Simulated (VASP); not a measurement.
Input:

```
CELL_PARAMETERS angstrom
      4.11620     0.00000     0.00000
      0.00000     4.11620     0.00000
      0.00000     0.00000     4.11620
ATOMIC_POSITIONS crystal
  La 0.00000 0.00000 0.00000
  B  0.80060 0.50000 0.50000
  B  0.50000 0.19940 0.50000
  B  0.50000 0.80060 0.50000
  B  0.19940 0.50000 0.50000
  B  0.50000 0.50000 0.80060
  B  0.50000 0.50000 0.19940
```

All values below come from PBE GGA, VASP's PBE PAW potentials (set 64) (plane waves; VASP). Settings: 620 eV cut-off, 8×8×8 Γ-centred mesh, first-order Methfessel-Paxton smearing of 0.10 eV, potentials La B.

Energy and stress use the plane-wave basis of the starting cell.

The ions, cell shape and volume at an external pressure of 10.0 GPa are relaxed. What does this cell relax into?

```
CELL_PARAMETERS angstrom
      4.08233     0.00000     0.00000
      0.00000     4.08233     0.00000
      0.00000     0.00000     4.08233
ATOMIC_POSITIONS crystal
  La 0.00000 0.00000 0.00000
  B  0.80090 0.50000 0.50000
  B  0.50000 0.19910 0.50000
  B  0.50000 0.80090 0.50000
  B  0.19910 0.50000 0.50000
  B  0.50000 0.50000 0.80090
  B  0.50000 0.50000 0.19910
```
Space group Pm-3m (221), at a tolerance of 0.03 Å.

How do energy and volume change from the first to the last step?

The energy (σ→0) changes by +11.3 meV/atom and the volume by -2.4 %, in 5 ionic steps.

The compound is LaB6 in the cab6 structure. This run relaxes it under an external pressure of 10 GPa. Symmetry was kept, so distortions that lower it aren't found. The electron count is odd and the run is not spin-polarised, which forces a metal.
